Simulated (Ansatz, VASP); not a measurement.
# In14Ga20O51 (partly crystallised 41In2O3-59Ga2O3 (mol %)) in two plane-wave programs, part 2 of 3

One calculation is typed for both programs; each brings its own data sets. How far apart do they land? Of the first pair: The cell is taken from a series of runs on this material, whose earlier steps may have relaxed, scaled, displaced or heated it; both programs get it as it stands.

VASP 6.6.1 and Ansatz 0.2.0.

So far. Step 2 (VASP: single point, PBE, pair 1): The run ends at a pressure of 0.33 GPa, with forces up to 0.066 eV/Å.

## 4. Comparison

Known differences besides the potentials themselves: the cutoff is 420 eV in Ansatz and 600 eV in VASP (PREC = Accurate, projectors in real space). Total energies have different zeros and are not compared.

Compared:

```csv
quantity,Ansatz,VASP,difference
pressure (GPa),0.01,0.33,-0.32
gap on the k mesh (eV),0.905,0.879,+0.026
```

The largest component of a force difference here is 57 meV/Å. A gap on the mesh is an upper bound, since the band edges may lie between its points.

## 5. Ansatz: relaxation, PBE

The two programs are compared at the cell with which this relaxation starts, whose forces are those of its first step. The cell compared in this pair holds 987.52 Å³, against 1050.55 Å³ for the pair before.

The structure compared here is the start of the Ansatz relaxation; VASP solves that cell, so the two are compared at the walk's first step.

File input.yaml:

```yaml
crystal:
  lattice:
    - [10.02772, 0.15147, -0.06379]
    - [0.15147, 9.96898, -0.21524]
    - [-0.06379, -0.21524, 9.88583]
  atoms:
    - { symbol: In, position: [0.12856, 0.16974, 0.08796] }
    - { symbol: In, position: [0.54306, 0.92294, 0.45715] }
    - { symbol: In, position: [0.25533, 0.68499, 0.33569] }
    - { symbol: In, position: [0.28282, 0.77988, 0.6929] }
    - { symbol: In, position: [0.23115, 0.01383, 0.33093] }
    - { symbol: In, position: [0.76528, 0.78424, 0.69339] }
    - { symbol: In, position: [0.00966, 0.89052, 0.55054] }
    - { symbol: In, position: [0.2804, 0.12325, 0.63467] }
    - { symbol: In, position: [0.34739, 0.85703, 0.02018] }
    - { symbol: In, position: [0.53222, 0.14338, 0.16026] }
    - { symbol: In, position: [0.00858, 0.65927, 0.87914] }
    - { symbol: In, position: [0.49024, 0.3274, 0.8531] }
    - { symbol: In, position: [0.26326, 0.34854, 0.32394] }
    - { symbol: In, position: [0.74409, 0.44063, 0.67405] }
    - { symbol: Ga, position: [0.78696, 0.88103, 0.0403] }
    - { symbol: Ga, position: [0.56826, 0.27124, 0.45939] }
    - { symbol: Ga, position: [0.26784, 0.41909, 0.60905] }
    - { symbol: Ga, position: [0.2638, 0.52085, 0.90462] }
    - { symbol: Ga, position: [0.47674, 0.52321, 0.12706] }
    - { symbol: Ga, position: [0.55445, 0.68108, 0.86151] }
    - { symbol: Ga, position: [0.75791, 0.47041, 0.99208] }
    - { symbol: Ga, position: [0.53626, 0.61694, 0.50603] }
    - { symbol: Ga, position: [0.0493, 0.98161, 0.85892] }
    - { symbol: Ga, position: [0.777, 0.09006, 0.65773] }
    - { symbol: Ga, position: [0.78866, 0.19642, 0.9739] }
    - { symbol: Ga, position: [0.02528, 0.83073, 0.18901] }
    - { symbol: Ga, position: [0.9952, 0.58012, 0.55879] }
    - { symbol: Ga, position: [0.74874, 0.38455, 0.25972] }
    - { symbol: Ga, position: [0.01062, 0.30559, 0.79149] }
    - { symbol: Ga, position: [0.97525, 0.246, 0.49275] }
    - { symbol: Ga, position: [0.85513, 0.06734, 0.29134] }
    - { symbol: Ga, position: [0.55016, 0.00486, 0.83638] }
    - { symbol: Ga, position: [0.99397, 0.50396, 0.15941] }
    - { symbol: Ga, position: [0.7867, 0.69006, 0.33236] }
    - { symbol: O, position: [0.11053, 0.36136, 0.17974] }
    - { symbol: O, position: [0.19903, 0.00091, 0.97477] }
    - { symbol: O, position: [0.83773, 0.81897, 0.21581] }
    - { symbol: O, position: [0.84246, 0.33527, 0.10082] }
    - { symbol: O, position: [0.60897, 0.25991, 0.00637] }
    - { symbol: O, position: [0.89112, 0.58837, 0.02991] }
    - { symbol: O, position: [0.10992, 0.84289, 0.37589] }
    - { symbol: O, position: [0.31245, 0.16719, 0.20954] }
    - { symbol: O, position: [0.1018, 0.65712, 0.18312] }
    - { symbol: O, position: [0.97081, 0.85462, 0.98981] }
    - { symbol: O, position: [0.44068, 0.84179, 0.81333] }
    - { symbol: O, position: [0.61498, 0.73417, 0.38828] }
    - { symbol: O, position: [0.03216, 0.02603, 0.21491] }
    - { symbol: O, position: [0.14393, 0.18562, 0.44163] }
    - { symbol: O, position: [0.3693, 0.41442, 0.011] }
    - { symbol: O, position: [0.83286, 0.34878, 0.84456] }
    - { symbol: O, position: [0.99472, 0.15961, 0.92256] }
    - { symbol: O, position: [0.85481, 0.00714, 0.46428] }
    - { symbol: O, position: [0.34959, 0.97626, 0.50188] }
    - { symbol: O, position: [0.36741, 0.48952, 0.74758] }
    - { symbol: O, position: [0.72511, 0.07531, 0.84351] }
    - { symbol: O, position: [0.77076, 0.05563, 0.11915] }
    - { symbol: O, position: [0.87238, 0.6087, 0.73002] }
    - { symbol: O, position: [0.65567, 0.52571, 0.14968] }
    - { symbol: O, position: [0.16976, 0.49884, 0.47302] }
    - { symbol: O, position: [0.9398, 0.4114, 0.57884] }
    - { symbol: O, position: [0.58058, 0.31723, 0.27964] }
    - { symbol: O, position: [0.64129, 0.95087, 0.64171] }
    - { symbol: O, position: [0.16369, 0.96381, 0.69971] }
    - { symbol: O, position: [0.58065, 0.0887, 0.36095] }
    - { symbol: O, position: [0.38328, 0.30352, 0.50325] }
    - { symbol: O, position: [0.91156, 0.92366, 0.7326] }
    - { symbol: O, position: [0.94383, 0.17312, 0.65729] }
    - { symbol: O, position: [0.87071, 0.52351, 0.30549] }
    - { symbol: O, position: [0.43607, 0.14255, 0.77574] }
    - { symbol: O, position: [0.50978, 0.98803, 0.02175] }
    - { symbol: O, position: [0.69816, 0.79466, 0.90535] }
    - { symbol: O, position: [0.85207, 0.24535, 0.35271] }
    - { symbol: O, position: [0.37642, 0.52133, 0.27988] }
    - { symbol: O, position: [0.63176, 0.4616, 0.49308] }
    - { symbol: O, position: [0.09703, 0.70665, 0.64837] }
    - { symbol: O, position: [0.62276, 0.49655, 0.86116] }
    - { symbol: O, position: [0.45485, 0.66963, 0.01591] }
    - { symbol: O, position: [0.21583, 0.70267, 0.89547] }
    - { symbol: O, position: [0.87843, 0.71851, 0.49542] }
    - { symbol: O, position: [0.66533, 0.24153, 0.61643] }
    - { symbol: O, position: [0.37184, 0.69682, 0.51598] }
    - { symbol: O, position: [0.18144, 0.29203, 0.70524] }
    - { symbol: O, position: [0.32478, 0.85035, 0.22708] }
    - { symbol: O, position: [0.6019, 0.66405, 0.67607] }
    - { symbol: O, position: [0.09293, 0.45987, 0.88506] }
kpoints:
  mp_grid: { grid: [1, 1, 1] }
hamiltonian:
  xc: pbe
scf:
  occupations: { method: gaussian, width: 0.025 }
output:
  forces: true
  eigenvalues: true
  stress: true
relax:
  f_tol: 0.05
  max_steps: 70
```

Command:

```
$ ansatz run input.yaml --threads 4 --pin off --max-ram 8192MiB --backend cpu --events-out ev --progress --plain --runs-dir out
```

Numbers of over 12 decimals in the logs are rounded to 6 here.

Log:

```text
Warning: output.stress: scf.convergence.dr2_threshold = 1e-7 eV (the SCF's general default) is looser than the 8.5e-9 eV advised for a printed stress (1e-10 eV for each atom of the cell: 85). What an SCF threshold leaves in a stress goes as its square root, and in the free energy as the threshold itself, and one threshold admits the most on a small cell: [figures from the program's tests cut] Every solve of this run  [...]
[...]
Crystal: 85 atoms, lattice volume = 987.520 Å³
[...]
- { symbol: O, position: [0.202964, 0.00277584, 0.974560] }
    - { symbol: O, position: [0.829933, 0.831311, 0.211126] }
    - { symbol: O, position: [0.850102, 0.348330, 0.107626] }
    - { symbol: O, position: [0.612509, 0.268480, 0.00776852] }
    - { symbol: O, position: [0.888753, 0.607165, 0.034256] }
    - { symbol: O, position: [0.102896, 0.835026, 0.367992] }
    - { symbol: O, position: [0.321027, 0.161412, 0.214353] }
[...]
- { symbol: O, position: [0.185273, 0.305989, 0.717615] }
    - { symbol: O, position: [0.345142, 0.854144, 0.237766] }
    - { symbol: O, position: [0.593248, 0.635619, 0.659509] }
    - { symbol: O, position: [0.093709, 0.464101, 0.920525] }
```

## 6. VASP: single point, PBE, start cell, pair 2

The same cell, functional, mesh and smearing now go to VASP, with its own data sets.

File INCAR:

```
SYSTEM = In14Ga20O51
PREC = Accurate
ENCUT = 520
EDIFF = 1E-06
NELM = 120
ISMEAR = 0
SIGMA = 0.025
LREAL = Auto
ALGO = Normal
GGA = PE
NBANDS = 440
LORBIT = 11
LWAVE = .FALSE.
LCHARG = .FALSE.
ISIF = 2
LASPH = .TRUE.
GGA_COMPAT = .FALSE.
EFERMI = MIDGAP
NCORE = 2
```

File POSCAR:

```
In14Ga20O51
1.0
   10.0277200000      0.1514700000     -0.0637900000
    0.1514700000      9.9689800000     -0.2152400000
   -0.0637900000     -0.2152400000      9.8858300000
In Ga O
14 20 51
Direct
    0.1285636168      0.1697423927      0.0879578574
    0.5430610618      0.9229368739      0.4571487470
    0.2553279816      0.6849926791      0.3356850357
    0.2828231990      0.7798792658      0.6929011024
    0.2311507030      0.0138346238      0.3309305205
    0.7652829437      0.7842354417      0.6933880347
    0.0096565100      0.8905160363      0.5505446341
    0.2804044613      0.1232456034      0.6346674365
    0.3473943237      0.8570309513      0.0201831941
    0.5322151849      0.1433827649      0.1602608696
    0.0085783386      0.6592677642      0.8791419644
    0.4902438360      0.3274020918      0.8531041582
    0.2632573855      0.3485360758      0.3239396281
    0.7440928295      0.4406342474      0.6740463671
    0.7869606740      0.8810303546      0.0403034641
    0.5682567274      0.2712418739      0.4593879520
    0.2678446915      0.4190922304      0.6090526769
    0.2637999981      0.5208509774      0.9046216419
    0.4767439914      0.5232066570      0.1270633321
    0.5544523623      0.6810776025      0.8615122513
    0.7579121836      0.4704125768      0.9920764186
    0.5362566113      0.6169428065      0.5060271701
    0.0493039942      0.9816055023      0.8589188637
    0.7769977517      0.0900572438      0.6577342123
    0.7886612162      0.1964155997      0.9738975071
    0.0252825099      0.8307322259      0.1890098834
    0.9951987410      0.5801227625      0.5587946941
    0.7487364385      0.3845519501      0.2597184919
    0.0106206663      0.3055931482      0.7914917980
    0.9752537448      0.2459969021      0.4927517274
    0.8551280912      0.0673370664      0.2913404591
    0.5501565763      0.0048641775      0.8363831316
    0.9939681190      0.5039587360      0.1594076880
    0.7866970627      0.6900580829      0.3323556553
    0.1105266988      0.3613553904      0.1797348965
    0.1990325592      0.0009089825      0.9747681213
    0.8377295517      0.8189663342      0.2158051557
    0.8424595175      0.3352693524      0.1008214655
    0.6089657442      0.2599093777      0.0063716268
    0.8911185578      0.5883711379      0.0299100284
    0.1099158244      0.8428902995      0.3758850029
    0.3124482055      0.1671861833      0.2095439862
    0.1018025854      0.6571179356      0.1831239311
    0.9708079655      0.8546208391      0.9898082841
    0.4406760212      0.8417923392      0.8133255484
    0.6149816312      0.7341695673      0.3882782059
    0.0321574973      0.0260293549      0.2149090046
    0.1439265587      0.1856212880      0.4416254580
    0.3692992821      0.4144185422      0.0110013067
    0.8328557407      0.3487850264      0.8445624047
    0.9947201269      0.1596053283      0.9225635731
    0.8548139697      0.0071373740      0.4642771352
    0.3495851161      0.9762557076      0.5018829287
    0.3674055111      0.4895242229      0.7475752659
    0.7251100641      0.0753059948      0.8435066791
    0.7707608714      0.0556325388      0.1191545054
    0.8723786343      0.6086972350      0.7300211541
    0.6556743162      0.5257109000      0.1496768080
    0.1697609307      0.4988373146      0.4730203527
    0.9397958212      0.4113999960      0.5788385306
    0.5805794158      0.3172290711      0.2796442531
    0.6412930274      0.9508681741      0.6417137406
    0.1636908425      0.9638108269      0.6997078122
    0.5806494390      0.0886992248      0.3609541383
    0.3832804138      0.3035179930      0.5032535124
    0.9115557984      0.9236563218      0.7325996837
    0.9438343291      0.1731182904      0.6572912110
    0.8707055085      0.5235107219      0.3054900552
    0.4360703713      0.1425539994      0.7757366101
    0.5097799011      0.9880313098      0.0217465523
    0.6981632795      0.7946567901      0.9053542053
    0.8520717503      0.2453465316      0.3527131302
    0.3764153352      0.5213296874      0.2798776164
    0.6317622921      0.4615955084      0.4930748287
    0.0970333898      0.7066478010      0.6483713186
    0.6227557855      0.4965530822      0.8611622572
    0.4548477424      0.6696299783      0.0159061904
    0.2158305376      0.7026747112      0.8954747892
    0.8784320805      0.7185067232      0.4954249233
    0.6653294697      0.2415295315      0.6164306066
    0.3718360529      0.6968152987      0.5159811515
    0.1814424613      0.2920272485      0.7052447958
    0.3247780500      0.8503459686      0.2270771456
    0.6018957667      0.6640547416      0.6760713135
    0.0929325287      0.4598688032      0.8850557138
```

File KPOINTS:

```
Automatic mesh
0
Gamma
1 1 1
0 0 0
```

The projector-augmented-wave data sets are In_d, Ga_d and O (PBE family, release 64).

Command:

```
$ mpirun -np 8 vasp_gam
```

Log:

```text
[... set-up lines as in an earlier step ...]
 entering main loop
       N       E                     dE             d eps       ncg     rms          rms(c)
DAV:   1     0.207891834509E+05    0.20789E+05   -0.27788E+05   880   0.331E+03
DAV:   2     0.525904889710E+04   -0.15530E+05   -0.14688E+05   880   0.999E+02
DAV:   3     0.379885868826E+03   -0.48792E+04   -0.46000E+04  1072   0.405E+02
DAV:   4    -0.476447604676E+03   -0.85633E+03   -0.82787E+03  1016   0.174E+02
[...]
DAV:  19    -0.479329431910E+03   -0.25779E-04   -0.32334E-04  1136   0.547E-02    0.172E-02
DAV:  20    -0.479329431491E+03    0.41960E-06   -0.22919E-05  1032   0.447E-02    0.119E-02
DAV:  21    -0.479329431032E+03    0.45905E-06   -0.43261E-06   896   0.373E-02
   1 F= -.47932943E+03 E0= -.47932943E+03  d E =0.000000E+00
```

Parts of OUTCAR (step 6):

```text
  FREE ENERGIE OF THE ION-ELECTRON SYSTEM (eV)
  ---------------------------------------------------
  free  energy   TOTEN  =      -479.3294310318 eV

  energy  without entropy=     -479.3294310318  energy(sigma->0) =     -479.32943103

[... 1 part as in an earlier step ...]
```

The run ends at a pressure of 11.85 GPa, with forces up to 0.71 eV/Å.

## 7. Comparison

What differs besides the data sets and the points named for the pairs above, as far as they apply: the cutoff is 420 eV in Ansatz and 520 eV in VASP (PREC = Accurate, projectors in real space). Total energies have different zeros and are not compared.

Forces on 8 of the 85 atoms, those with the largest forces and the largest differences (eV/Å; atoms numbered as in POSCAR):

```csv
atom,"Ansatz x, y, z","VASP x, y, z"
Ga15,"-0.252, 0.045, 0.015","-0.314, 0.035, -0.019"
O38,"0.580, -0.202, 0.130","0.636, -0.225, 0.154"
O40,"-0.162, 0.512, 0.002","-0.181, 0.540, 0.011"
O49,"-0.196, -0.531, 0.367","-0.223, -0.550, 0.389"
O54,"0.522, 0.374, -0.068","0.562, 0.386, -0.089"
O58,"0.258, 0.419, 0.231","0.239, 0.466, 0.251"
O61,"-0.404, 0.225, -0.284","-0.432, 0.248, -0.303"
O68,"0.311, -0.118, 0.393","0.322, -0.114, 0.432"
```

The forces differ by 18 meV/Å r.m.s., which is 9.0 % of the r.m.s. force of 0.199 eV/Å (both taken over all components).

## 8. Ansatz: relaxation, PBE

The two programs are compared at the cell with which this relaxation starts, whose forces are those of its first step. The cell compared in this pair holds 1019.04 Å³, against 987.52 Å³ for the pair before.

The structure compared here is the start of the Ansatz relaxation; VASP solves that cell, so the two are compared at the walk's first step.

Changes to input.yaml since step 5:

```diff
@@ -2,5 +2,5 @@
   lattice:
-    - [10.02772, 0.15147, -0.06379]
-    - [0.15147, 9.96898, -0.21524]
-    - [-0.06379, -0.21524, 9.88583]
+    - [10.13328, 0.15307, -0.06446]
+    - [0.15307, 10.07393, -0.21751]
+    - [-0.06446, -0.21751, 9.9899]
   atoms:
```

Command:

```
$ ansatz run input.yaml --threads 4 --pin off --max-ram 8192MiB --backend cpu --events-out ev --progress --plain --runs-dir out
```

Log:

```text
[...]
Crystal: 85 atoms, lattice volume = 1019.037 Å³
Basis set: ecut = 420 eV, 19903 PW (Γ), exchange–correlation on 144×144×144 points (8 copies of the dense FFT grid, shifted against one another)
Bands: 459, of which v1, the nominal top of the filled ones, is band 374 counted from 1 (373 counted from 0)
Symmetry: 1 space group operations
[...]
k-points: 1
[...]
- { symbol: O, position: [0.200376, 0.00179314, 0.975605] }
    - { symbol: O, position: [0.833569, 0.824027, 0.213852] }
    - { symbol: O, position: [0.845892, 0.340434, 0.105110] }
    - { symbol: O, position: [0.611847, 0.264743, 0.00646007] }
    - { symbol: O, position: [0.888518, 0.595498, 0.031250] }
    - { symbol: O, position: [0.106989, 0.840406, 0.372559] }
    - { symbol: O, position: [0.316377, 0.164554, 0.210834] }
[...]
- { symbol: O, position: [0.183729, 0.298018, 0.709489] }
    - { symbol: O, position: [0.334739, 0.850025, 0.231799] }
    - { symbol: O, position: [0.600529, 0.651878, 0.668678] }
    - { symbol: O, position: [0.094353, 0.462505, 0.897324] }
```

(Part 2 of 3 ends here.)

[Lines on the potential files, build, host, timing and source positions are cut from VASP's logs without a mark.]

[Logs are printed without paths, hosts, clocks, repeated set-up lines and the standing remarks that a program may print on its own settings, such as how far it seeks lower states.]

[Hosts, paths, dates, database ids (printed as entryN), source tags and the programs' standing remarks are cut or masked in the printed files.]
